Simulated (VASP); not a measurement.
Data:

```
Ta
1.0
   -1.64201     1.64201     1.64201
    1.64201    -1.64201     1.64201
    1.64201     1.64201    -1.64201
Ta
1
Direct
  0.00000   0.00000   0.00000
```

These are PBEsol GGA, VASP's PBE PAW potentials (set 64) (plane waves; VASP) values and carry that method's errors. Numerical set-up: 520 eV cut-off, 17×17×17 Γ-centred mesh, tetrahedra with Blöchl corrections, potentials Ta_pv.

### Question
The job: Ta (bcc), 1 atom, PBEsol, static run, 520 eV, 17×17×17 Γ-centred mesh. Roughly how much core time does it take on a busy server core?

### Answer
About 20 core-seconds (one run on a shared machine, a rough figure). It had 165 irreducible k-points, 9 bands, up to 486 plane waves and 12 electronic steps.

The compound is Ta in the bcc structure. It was relaxed first.
